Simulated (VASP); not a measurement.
# Y2B3C2 in VASP: further runs

The runs below take Y2B3C2 through single point, with PBE.

Program: VASP 6.6.1. These are calculated values, not measurements. Logs are shortened: lines on timing, memory, paths and dates and some standing lists are left out, and cuts for length are marked.

### Step 1. The structure

The cell holds a amorphous, 7 atoms: a = 5.350 Å, b = 4.572 Å, c = 3.972 Å, α = 97.35°, β = 93.64°, γ = 87.28°.

The cell was built by a generator and needn't be a form met in nature.

### Step 2. Single point, PBE

Contents of INCAR:

```
SYSTEM = Y2B3C2
  PREC = Accurate
  ENCUT = 520
  EDIFF = 1E-6
  ISMEAR = -1
  SIGMA = 0.05
  LREAL = .FALSE.
  LASPH = .TRUE.
  NELM = 100
  ALGO = Normal
  ISIF = 2
  LWAVE = .FALSE.
  LCHARG = .FALSE.
  GGA = PE
  NBANDS = 28
```

Contents of KPOINTS:

```
Automatic mesh
0
G
  3 3 4
  0 0 0
```

Contents of POSCAR:

```
Y2B3C2
1.0
    5.3406870000      0.2995590000      0.1136460000
   -0.0096320000      4.4466290000     -1.0631560000
   -0.3594230000      0.4169200000      3.9336880000
B C Y
3 2 2
Direct
    0.2674787706      0.7657750867      0.0505099758
    0.9764728637      0.3613993180      0.5620144806
    0.5029321598      0.6865613018      0.6540769220
    0.0324319137      0.2553603717      0.1559529261
    0.2671150901      0.5271677044      0.3077666420
    0.8203151717      0.7386280165      0.1607273555
    0.4220750334      0.2370482303      0.7760699652
```

Potentials or basis: VASP PAW PBE potentials, release 64 (B, C, Y_sv).

Command:

```
cat potpaw_PBE.64/B/POTCAR potpaw_PBE.64/C/POTCAR potpaw_PBE.64/Y_sv/POTCAR > POTCAR
mpirun -np 1 vasp_std > vasp.out
```

OUTCAR:

```text
SYSTEM = Y2B3C2
   PREC = Accurate
   ENCUT = 520
   EDIFF = 1E-6
   ISMEAR = -1
   LREAL = .FALSE.
   LASPH = .TRUE.
   NELM = 100
   ISIF = 2
   GGA = PE

 ion  position               nearest neighbor table
   1  0.267  0.766  0.051-   5 1.59   3 2.06   6 2.47   7 2.64   7 2.72   6 2.96
   2  0.976  0.361  0.562-   4 1.67   7 2.54   6 2.57   6 2.90   6 3.20   7 3.23
   3  0.503  0.687  0.654-   5 1.90   1 2.06   7 2.24   7 2.52   6 2.54   6 2.71
   4  0.032  0.255  0.156-   2 1.67   5 1.83   6 2.43   7 2.64   6 2.67   7 3.13
   5  0.267  0.527  0.308-   1 1.59   4 1.83   3 1.90   7 2.50   7 2.51   6 2.60
   6  0.820  0.739  0.161-   4 2.43   1 2.47   3 2.54   2 2.57   5 2.60   4 2.67   3 2.71   2 2.90
                             1 2.96   2 3.20   7 3.36   7 3.48   7 3.81   7 4.12   7 4.28
   7  0.422  0.237  0.776-   3 2.24   5 2.50   5 2.51   3 2.52   2 2.54   1 2.64   4 2.64   1 2.72
                             4 3.13   2 3.23   6 3.36   6 3.48   6 3.81   6 4.12   6 4.28

  LATTYP: Found a triclinic cell.
 ALAT       =     3.9720156672
 B/A-ratio  =     1.4248505330
 C/A-ratio  =     1.3469958576
 COS(alpha) =     0.0062041675
 COS(beta)  =     0.0634134116
 COS(gamma) =     0.5984115974

  Lattice vectors:

 A1 = (  -0.3594230000,   0.4169200000,   3.9336880000)
 A2 = (  -0.3690550000,   4.8635490000,   2.8705320000)
 A3 = (  -5.3406870000,  -0.2995590000,  -0.1136460000)

Analysis of symmetry for initial positions (statically):
=====================================================================
 Subroutine PRICEL returns:
 Original cell was already a primitive cell.

 Routine SETGRP: Setting up the symmetry group for a
 triclinic supercell.

 Subroutine GETGRP returns: Found  1 space group operations
 (whereof  1 operations were pure point group operations)
 out of a pool of  2 trial point group operations.

The static configuration has the point symmetry C_1 .

Analysis of symmetry for dynamics (positions and initial velocities):
=====================================================================
 Subroutine PRICEL returns:
 Original cell was already a primitive cell.

 Routine SETGRP: Setting up the symmetry group for a
 triclinic supercell.

 Subroutine GETGRP returns: Found  1 space group operations
 (whereof  1 operations were pure point group operations)
 out of a pool of  2 trial point group operations.

The dynamic configuration has the point symmetry C_1 .

 Subroutine INISYM returns: Found  1 space group operations
 (whereof  1 operations are pure point group operations),
 and found     1 'primitive' translations

----------------------------------------------------------------------------------------

                                     Primitive cell

  volume of cell :      96.0917

  direct lattice vectors                    reciprocal lattice vectors
     5.340687000  0.299559000  0.113646000     0.186643629  0.004370950  0.016590456
    -0.009632000  4.446629000 -1.063156000    -0.011769908  0.219055809 -0.024292502
    -0.359423000  0.416920000  3.933688000    -0.008573265  0.059077831  0.247169537

  length of vectors
     5.350288650  4.571969261  3.972015667     0.187430501  0.220712718  0.254276368

  position of ions in fractional coordinates (direct lattice)
     0.267478771  0.765775087  0.050509976
     0.976472864  0.361399318  0.562014481
     0.502932160  0.686561302  0.654076922
     0.032431914  0.255360372  0.155952926
     0.267115090  0.527167704  0.307766642
     0.820315172  0.738628017  0.160727356
     0.422075033  0.237048230  0.776069965

  ion indices of the primitive-cell ions
   primitive index   ion index
                 1           1
                 2           2
                 3           3
                 4           4
                 5           5
                 6           6
                 7           7

----------------------------------------------------------------------------------------

 KPOINTS: Automatic mesh

Automatic generation of k-mesh.
 Grid dimensions read from file:
 generate k-points for:    3    3    4

 Generating k-lattice:

  Cartesian coordinates                     Fractional coordinates (reciprocal lattice)
     0.062214543  0.001456983  0.005530152     0.333333333 -0.000000000  0.000000000
    -0.003923303  0.073018603 -0.008097501    -0.000000000  0.333333333  0.000000000
    -0.002143316  0.014769458  0.061792384     0.000000000  0.000000000  0.250000000

  Length of vectors
     0.062476834  0.073570906  0.063569092

  Shift w.r.t. Gamma in fractional coordinates (k-lattice)
     0.000000000  0.000000000  0.000000000

 Subroutine IBZKPT returns following result:
 ===========================================

 Found     19 irreducible k-points:

 Following reciprocal coordinates:
            Coordinates               Weight
  0.000000  0.000000  0.000000      1.000000
  0.333333  0.000000  0.000000      2.000000
 -0.000000  0.333333 -0.000000      2.000000
  0.333333  0.333333  0.000000      2.000000
 -0.333333  0.333333 -0.000000      2.000000
  0.000000  0.000000  0.250000      2.000000
[... 11 lines left out ...]
  0.333333  0.333333  0.500000      2.000000
 -0.333333  0.333333  0.500000      2.000000
   k-points           NKPTS =     19   k-points in BZ     NKDIM =     19   number of bands    NBANDS=     28
   number of dos      NEDOS =    301   number of ions     NIONS =      7
   total plane-waves  NPLWV =  43200
   dimension x,y,z NGX =    40 NGY =   36 NGZ =   30
   dimension x,y,z NGXF=    80 NGYF=   72 NGZF=   60
   ions per type =               3   2   2
   NGX,Y,Z   is equivalent  to a cutoff of  12.43, 13.09, 12.56 a.u.
   NGXF,Y,Z  is equivalent  to a cutoff of  24.86, 26.18, 25.11 a.u.
 SYSTEM =  Y2B3C2
   PREC   = accura    normal or accurate (medium, high low for compatibility)
   ISTART =      0    job   : 0-new  1-cont  2-samecut
   ICHARG =      2    charge: 1-file 2-atom 10-const
   ISPIN  =      1    spin polarized calculation?
   LNONCOLLINEAR =      F non collinear calculations
   LSORBIT =      F    spin-orbit coupling
   LASPH  =      T    aspherical Exc in radial PAW
   ENCUT  =  520.0 eV  38.22 Ry    6.18 a.u.   9.95  8.50  7.39*2*pi/ulx,y,z
   NELM   =    100;   NELMIN=  2; NELMDL= -5     # of ELM steps
   EDIFF  = 0.1E-05   stopping-criterion for ELM
   LREAL  =      F    real-space projection
   EDIFFG = 0.1E-04   stopping-criterion for IOM
   NSW    =      0    number of steps for IOM
   IBRION =     -1    ionic relax: 0-MD 1-quasi-New 2-CG
   NFREE  =      0    steps in history (QN), initial steepest desc. (CG)
   ISIF   =      2    stress and relaxation
   ISYM   =      2    0-nonsym 1-usesym 2-fastsym
   POTIM  = 0.5000    time-step for ionic-motion
   TEBEG  =    0.0;   TEEND  =   0.0 temperature during run
   PSTRESS=    0.0 pullay stress
   NELECT =      39.0000    total number of electrons
   NUPDOWN=      -1.0000    fix difference up-down
   EMIN   =  10.00;   EMAX   =-10.00  energy-range for DOS
   EFERMI =   0.00;   METHOD = LEGACY
   ISMEAR =    -1;   SIGMA  =   0.05  broadening in eV -4-tet -1-fermi 0-gaus
   EFERMI_NEDOS =   21; number of points for ismear=-14 and -15
   IALGO  =     38    algorithm
   IMIX   =      4    mixing-type and parameters
     AMIX     =   0.40;   BMIX     =  1.00
     AMIX_MAG =   1.60;   BMIX_MAG =  1.00
  volume/ion in A,a.u.               =      13.73        92.64
  Fermi-wavevector in a.u.,A,eV,Ry     =   1.212089  2.290516 19.989124  1.469159
  Thomas-Fermi vector in A             =   2.347584
   LORBIT       =      0    0 simple, 1 ext, 2 COOP (PROOUT), +10 PAW based schemes
   GGA     = PE    functional components
   LHFCALC =     F    Hartree Fock is set to
   AEXX    =    0.0000 exact exchange contribution
   IVDW    =     0    specifies the selected vdW correction
   LEPSILON=     F    determine dielectric tensor
   LRPA    =     F    only Hartree local field effects (RPA)
 non-spin polarized calculation
  energy-cutoff  :      520.00
  volume of cell :       96.09
 maximum number of plane-waves:      2599
   NGX = 19   NGY = 17   NGZ = 15

 number of electron      39.0000001 magnetization

 Free energy of the ion-electron system (eV)
  ---------------------------------------------------
  ext. energy  EPLUGINS =         0.00000000
  ---------------------------------------------------
  free energy    TOTEN  =       -46.01760339 eV

  energy without entropy =      -45.98463900  energy(sigma->0) =      -46.00112119

 E-fermi :   4.6542     XC(G=0): -10.6019

 val. band max:        4.6263806584   @ k =  -0.3333   0.0000   0.2500
 cond. band min:       4.6566901099   @ k =   0.3333  -0.3333   0.2500
 fundamental gap:      0.0303094515
 Fermi energy:         4.6542120484

 k-point     1 :       0.0000    0.0000    0.0000
  band No.  band energies     occupation
      1     -37.6794      2.00000
      2     -37.3689      2.00000
      3     -17.9572      2.00000
      4     -17.8986      2.00000
      5     -17.6420      2.00000
      6     -17.5640      2.00000
[... 20 lines left out ...]
     27       8.6861      0.00000
     28       9.2847      0.00000

 k-point     2 :       0.3333    0.0000    0.0000
  band No.  band energies     occupation
      1     -37.6787      2.00000
      2     -37.3695      2.00000
      3     -17.9270      2.00000
      4     -17.8884      2.00000
      5     -17.6548      2.00000
      6     -17.5939      2.00000
[... 20 lines left out ...]
     27       8.5004      0.00000
     28       8.9050      0.00000

 k-point     3 :      -0.0000    0.3333   -0.0000
  band No.  band energies     occupation
      1     -37.6766      2.00000
      2     -37.3700      2.00000
      3     -17.9558      2.00000
      4     -17.9212      2.00000
      5     -17.6521      2.00000
      6     -17.6061      2.00000
[... 461 lines left out ...]
      3     -17.9623      2.00000
      4     -17.9251      2.00000
      5     -17.7649      2.00000
      6     -17.6607      2.00000
[... 20 lines left out ...]
     27       8.8547      0.00000
     28       8.9685      0.00000

 k-point    19 :      -0.3333    0.3333    0.5000
  band No.  band energies     occupation
      1     -37.6698      2.00000
      2     -37.3629      2.00000
      3     -17.9799      2.00000
      4     -17.9186      2.00000
      5     -17.7787      2.00000
      6     -17.6370      2.00000
[... 20 lines left out ...]
     27       8.6348      0.00000
     28       9.3238      0.00000

------------------------ aborting loop because EDIFF is reached ----------------------------------------

  FORCE on cell =-STRESS in cart. coord.  units (eV):
  Direction    XX          YY          ZZ          XY          YZ          ZX
  --------------------------------------------------------------------------------------
  -------------------------------------------------------------------------------------
  Total       -6.1489963      4.5276609     -8.3813869     -3.6084178     -6.5812313      1.5258866
  in kB     -102.5248095     75.4916007   -139.7464000    -60.1646723   -109.7316471     25.4417520
  external PRESSURE =     -55.5932029 kB  Pullay stress =       0.0000000 kB

 VOLUME and BASIS-vectors are now :
 -----------------------------------------------------------------------------
  energy-cutoff  :      520.00
  volume of cell :       96.09
      direct lattice vectors                 reciprocal lattice vectors
     5.340687000  0.299559000  0.113646000     0.186643629  0.004370950  0.016590456
    -0.009632000  4.446629000 -1.063156000    -0.011769908  0.219055809 -0.024292502
    -0.359423000  0.416920000  3.933688000    -0.008573265  0.059077831  0.247169537

 POSITION                                       TOTAL-FORCE (eV/Angst)
 -----------------------------------------------------------------------------------
      1.40299      3.50630     -0.58505         2.371181     -0.356780      0.294911
      5.00955      2.13383      1.93754        -0.169090     -0.274399     -1.970066
      2.44430      3.47624      1.90017        -1.719102      1.331065     -1.507997
      0.11470      1.21023      0.34567         1.359023      0.690464      3.593894
      1.31088      2.55245      0.68055         0.024047      0.202636     -0.510770
      4.31616      3.59715     -0.05980        -0.124011      0.867408     -0.235756
      1.97295      1.50406      2.84877        -1.742048     -2.460394      0.335785
 -----------------------------------------------------------------------------------
    total drift:                                0.000066     -0.000125      0.000039

  FREE ENERGIE OF THE ION-ELECTRON SYSTEM (eV)
  ---------------------------------------------------
  free  energy   TOTEN  =       -46.0176033915 eV

  energy  without entropy=      -45.9846389980  energy(sigma->0) =      -46.00112119
```

It took 63 s on 1 thread of Intel Xeon Platinum 8175M at 2.50GHz (Skylake/Cascade Lake), shared host; peak memory 0.23 GiB.

What came out:

* Free energy: -46.0176 eV
* Pressure: -5.6 GPa
* Largest force: 3.904 eV/Å
* Band gap on the k mesh: none (metal or under the smearing width)

Forces on the atoms (eV/Å):
```
B    2.371 -0.357  0.295
B   -0.169 -0.274 -1.970
B   -1.719  1.331 -1.508
C    1.359  0.690  3.594
C    0.024  0.203 -0.511
Y   -0.124  0.867 -0.236
Y   -1.742 -2.460  0.336
```

Stress tensor (GPa, compression positive):
```
-10.25  -6.02   2.54
 -6.02   7.55 -10.97
  2.54 -10.97 -13.97
```

Levels at points of the mesh, in eV from the Fermi level:
| k point | band 16 | band 17 | band 18 | band 19 | band 20 | band 21 | band 22 | band 23 |
| --- | --- | --- | --- | --- | --- | --- | --- | --- |
| (0.00, 0.00, 0.00) | -3.55 | -2.47 | -1.67 | -0.76 | -0.50 | 0.11 | 0.88 | 1.67 |
| (0.00, 0.00, 0.50) | -3.74 | -2.22 | -1.34 | -0.45 | 0.36 | 1.24 | 1.89 | 2.05 |

Caveat: the k mesh is coarse (spacing up to 0.46 Å⁻¹), so the values aren't converged.

### Step 3. Single point, PBE

This run uses another cell than the first one, of 13.38 Å³/atom, 0.975 times its volume.

Contents of INCAR:

```
PREC = Accurate ; ENCUT = 520
EDIFF = 1E-7 ; ISMEAR = -1
SIGMA = 0.05 ; LREAL = False
LASPH = True ; NELM = 100
ALGO = Normal ; ISIF = 2
LWAVE = False ; LCHARG = False
GGA = PE ; NBANDS = 28
```

Contents of KPOINTS:

```
regular mesh
0
Gamma
  3 3 4
```

Contents of POSCAR:

```
Y2B3C2
1.0
    5.2954850000      0.2970240000      0.1126840000
   -0.0095500000      4.4089940000     -1.0541580000
   -0.3563810000      0.4133910000      3.9003950000
B C Y
3 2 2
Direct
    0.3129670003      0.7163742718      0.0407251820
    0.9819841243      0.3743352378      0.5416599054
    0.4360309671      0.6915977566      0.6659409097
    0.0616611119      0.2680240458      0.2519715237
    0.2538908662      0.5272361986      0.2948590638
    0.8197413014      0.7388678900      0.1535956662
    0.4196406575      0.2367772522      0.7763477409
```

Potentials or basis: VASP PAW PBE potentials, release 64 (B, C, Y_sv).

Command:

```
cat potpaw_PBE.64/B/POTCAR potpaw_PBE.64/C/POTCAR potpaw_PBE.64/Y_sv/POTCAR > POTCAR
mpirun -np 1 vasp_std > vasp.out
```

Run time: 74 s. Hardware: 1 thread of Intel Xeon Platinum 8175M at 2.50GHz (Skylake/Cascade Lake), shared host; peak memory 0.23 GiB.

Results (log left out):

```yaml
Free_energy: -46.8408 eV
Pressure: 13.1 GPa
Largest_force: 10.775 eV/Å
Band_gap_on_the_k_mesh: none (metal or under the smearing width)
```

Forces in eV/Å, atoms in the order of the input:
```
B    0.447  2.275 -0.771
B   -5.911  3.865  8.138
B   -0.553  1.614 -2.360
C    5.306 -4.235 -6.815
C    1.296 -0.757  2.195
Y    0.640  0.785 -0.858
Y   -1.226 -3.547  0.470
```

Stress tensor (GPa, compression positive):
```
  2.61 -11.34  -3.58
-11.34  23.14  -3.68
 -3.58  -3.68  13.70
```

Levels at points of the mesh, in eV from the Fermi level:
```
           k point  band 16  band 17  band 18  band 19  band 20  band 21  band 22  band 23
(0.00, 0.00, 0.00)    -3.78    -2.86    -2.08    -0.41     0.12     0.35     1.52     1.68
(0.00, 0.00, 0.50)    -3.92    -2.63    -1.63    -0.66     0.74     0.85     1.42     2.25
```

Caveat: the k mesh is coarse (spacing up to 0.47 Å⁻¹), so the values aren't converged.

### Step 4. Single point, PBE

This run uses another cell than the first one, of 13.53 Å³/atom, 0.986 times its volume.

Contents of INCAR:

```
SYSTEM = Y2B3C2
ALGO = Normal ; EDIFF = 1E-6
ENCUT = 520 ; GGA = PE
ISIF = 2 ; ISMEAR = -1
LASPH = .TRUE. ; LCHARG = .TRUE.
LELF = .TRUE. ; LREAL = .FALSE.
LVHAR = .TRUE. ; LWAVE = .FALSE.
NBANDS = 28 ; NELM = 100
PREC = Accurate ; SIGMA = 0.05
```

Contents of KPOINTS:

```
k-points
0
G
  3 3 4
  0 0 0
```

Contents of POSCAR:

```
Y2B3C2
1.0
    5.3150960000      0.2981240000      0.1131010000
   -0.0095860000      4.4253220000     -1.0580620000
   -0.3577010000      0.4149220000      3.9148390000
B C Y
3 2 2
Direct
    0.3606626556      0.7078648737      0.0362762344
    0.9475956435      0.4100476289      0.6299453948
    0.3610208232      0.7284854547      0.6276584966
    0.1311925612      0.2371489747      0.2771190102
    0.2626211223      0.5161929588      0.3160383972
    0.8182633328      0.7418512833      0.1405161876
    0.4149625736      0.2308338797      0.7806803484
```

Command:

```
cat potpaw_PBE.64/B/POTCAR potpaw_PBE.64/C/POTCAR potpaw_PBE.64/Y_sv/POTCAR > POTCAR
mpirun -np 1 vasp_std > vasp.out
```

It took 67 s on 1 thread of Intel Xeon Platinum 8175M at 2.50GHz (Skylake/Cascade Lake), shared host; peak memory 0.23 GiB.

The run converged. Its results:

```yaml
Free_energy: -47.5630 eV
Pressure: 2.7 GPa
Largest_force: 3.681 eV/Å
Band_gap_on_the_k_mesh: none (metal or under the smearing width)
```

Forces on the atoms (eV/Å):
```
B   -1.540  1.540  1.614
B    0.678 -2.515 -2.134
B   -0.157 -1.140 -0.668
C   -2.788  1.933  1.428
C    0.938  0.481 -1.122
Y    3.058  0.936  0.655
Y   -0.190 -1.234  0.228
```

Stress tensor (GPa, compression positive):
```
-1.75 -2.41 10.55
-2.41 13.63 -2.74
10.55 -2.74 -3.72
```

Levels at points of the mesh, in eV from the Fermi level:
| k point | band 16 | band 17 | band 18 | band 19 | band 20 | band 21 | band 22 | band 23 |
| --- | --- | --- | --- | --- | --- | --- | --- | --- |
| (0.00, 0.00, 0.00) | -2.63 | -1.82 | -1.52 | -0.15 | 0.26 | 0.81 | 1.06 | 2.10 |
| (0.00, 0.00, 0.50) | -2.81 | -2.08 | -1.50 | -0.80 | 0.68 | 1.22 | 1.56 | 2.18 |

Caveat: the k mesh is coarse (spacing up to 0.46 Å⁻¹), so the values aren't converged.

### Step 5. Overview

| cell | gap on the mesh (eV) | pressure (GPa) | largest force (eV/Å) |
| --- | --- | --- | --- |
| P1, 13.73 Å³/atom | none | -5.6 | 3.90 |
| P1, 13.38 Å³/atom | none | 13.1 | 10.78 |
| P1, 13.53 Å³/atom | none | 2.7 | 3.68 |

Alike in all rows: task single point; level PBE; potentials or basis VASP PAW PBE potentials, release 64 (B, C, Y_sv); no spin polarisation; k mesh 3 × 3 × 4; cutoff (eV) 520; smearing fermi-dirac 0.05 eV; the mesh is coarse, so values aren't converged.

Caveats: all runs use coarse meshes.

Absolute energies hang on the potentials; compare differences alone.
